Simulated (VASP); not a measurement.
The input files of a VASP run:

**KPOINTS**
```
Automatic mesh
0
Gamma
10 10 5
0 0 0
```

**INCAR**
```
SYSTEM = TiSe2
PREC = Accurate
ENCUT = 500
EDIFF = 1E-6
NELM = 100
ALGO = Normal
LREAL = .FALSE.
LASPH = .TRUE.
ISMEAR = 1
SIGMA = 0.1
GGA = PS
LMAXMIX = 4
LWAVE = .FALSE.
LCHARG = .FALSE.
IBRION = 2
ISIF = 3
NSW = 40
EDIFFG = -0.02
```

**POSCAR**
```
TiSe2
1
    1.7387149514    -3.0115427027    -0.0000000000
    1.7387149514     3.0115427027     0.0000000000
   -0.0000000000     0.0000000000     5.8973791911
Ti Se
1 2
Direct
  0.0000000000   0.0000000000   0.0000000000
  0.3333330000   0.6666670000   0.2619489006
  0.6666670000   0.3333330000   0.7380510994
```

POTCAR, in this order: Ti_sv Se (PBE.64 set). Program: vasp_std.

**Question.** Translate this PBEsol calculation to Ansatz.

**Answer.** One equivalent input (not run):
Ansatz 0.2 input:
```yaml
crystal:
  lattice:
    - [1.7387150, -3.0115427, 0.0000000]
    - [1.7387150, 3.0115427, 0.0000000]
    - [0.0000000, 0.0000000, 5.8973792]
  atoms:
    - { symbol: Ti, position: [0.0000000, 0.0000000, 0.0000000] }
    - { symbol: Se, position: [0.3333330, 0.6666670, 0.2619489] }
    - { symbol: Se, position: [0.6666670, 0.3333330, 0.7380511] }
kpoints:
  mp_grid: { grid: [10, 10, 5] }
hamiltonian:
  xc: pbesol
  pseudopotentials: { kind: paw }
scf:
  occupations: { method: methfessel_paxton, width: 0.1 }
  max_iter: 100
relax:
  max_steps: 40
  f_tol: 0.02
  cell: {}
output: { forces: true, stress: true, eigenvalues: true }
```
Limits of the translation: each code has its own PAW files, so the cut-off isn't converted (ENCUT is set for VASP's; basis.ecutwfc is left out, and Ansatz then takes the one that its files recommend); Ansatz stops its SCF on the density residual and VASP on the energy change (EDIFF).

The compound is TiSe2 in the 1T layered structure. This run relaxes it. Symmetry was kept, so distortions that lower it aren't found.
